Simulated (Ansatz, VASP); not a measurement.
# Two plane-wave programs on Si

```xyz
2
Lattice="-2.2510 2.3685 1.2750 2.2510 -2.3685 1.2750 2.2510 2.3685 -1.2750" Properties=species:S:1:pos:R:3 pbc="T T T"
Si    0.0000    3.5528    0.1454
Si    2.2510   -1.1842    1.1296
```

This isn't the form of Si at room conditions, which is diamond.

Alike in both runs: task single point; functional LDA; k mesh 13 × 13 × 13; no spin polarisation.

|  | VASP | Ansatz |
| --- | --- | --- |
| version | VASP 6.6.1 | Ansatz 0.2.0 |
| potentials or method | VASP PAW LDA potentials, release 64 (Si) | plane waves, PAW |
| plane-wave cutoff (eV) | 520 | 500 |
| occupations | fermi-dirac, width 0.1 eV | fermi-dirac |
| valence electrons in the cell | 8 | 8 |

|  | VASP | Ansatz | Ansatz less VASP |
| --- | --- | --- | --- |
| pressure (GPa) | 11.0 | 10.9 | -0.13 |
| largest component of the traceless stress (GPa) | 2.02 | 1.99 | -0.033 |
